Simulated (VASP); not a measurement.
```
Al3Sc
1.0
    4.18200     0.00000     0.00000
    0.00000     4.18200     0.00000
    0.00000     0.00000     4.18200
Sc Al
1 3
Direct
  0.00000   0.00000   0.00000
  0.00000   0.50000   0.50000
  0.50000   0.00000   0.50000
  0.50000   0.50000   0.00000
```

The base run (VASP): PBE GGA, plane waves, VASP's PBE PAW potentials (set 64). Run with 400 eV cut-off, 7×7×7 Γ-centred mesh, first-order Methfessel-Paxton smearing of 0.10 eV, potentials Sc_sv Al.

One setting is varied; ΔE counts from the base run. The base run took about 9 core-seconds. The timings are rough (shared machines, no repeats); factors under 2 mean little.

Pressures at a finite cut-off, here 400 eV, hold a Pulay part, which wasn't tested here.

```tsv
setting	cost over the base run	electronic steps	ΔE (meV/atom)	pressure (GPa)
KPOINTS 2×2×2 Monkhorst-Pack mesh	about 1/3	13	-220.4	-5.44
KPOINTS 4×4×4 Monkhorst-Pack mesh	about 1/3	13	-4.0	-4.15
KPOINTS 5×5×5 Monkhorst-Pack mesh	within a factor of 2	13	-1.6	-4.43
KPOINTS 7×7×7 Monkhorst-Pack mesh	within a factor of 2	13	0.0	-4.38
base run	reference	13	0.0	-4.38
```

Left out are runs that failed, have no time on record or changed the cell.

The compound is Al3Sc in the L1_2 structure. The cell was not relaxed at this level.
